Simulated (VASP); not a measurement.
Al (relaxed from the bcc structure, space group Im-3m): computed properties

Computed with PBEsol GGA, VASP's PBE PAW potentials (set 64) (plane waves; VASP 6.6.1).

```
Quantity                                                                                               Result
----------------------------------  -------------------------------------------------------------------------
space group                                                                                       Im-3m (229)
cell                                a = 3.216 Å, b = 3.216 Å, c = 3.216 Å, α = 90.00°, β = 90.00°, γ = 90.00°
volume per atom                                                                                 16.64 Å³/atom
band gap (over mesh and band path)                                   none (metal, semimetal or under 0.01 eV)
density                                                                                            2.69 g/cm³
```

```
CELL_PARAMETERS angstrom
     -1.60821     1.60821     1.60821
      1.60821    -1.60821     1.60821
      1.60821     1.60821    -1.60821
ATOMIC_POSITIONS crystal
  Al 0.00000 0.00000 0.00000
```

The structure was generated: Al was put into the bcc type (Im-3m), which need not be its known phase. It was relaxed first. Symmetry was kept, so distortions that lower it aren't found.
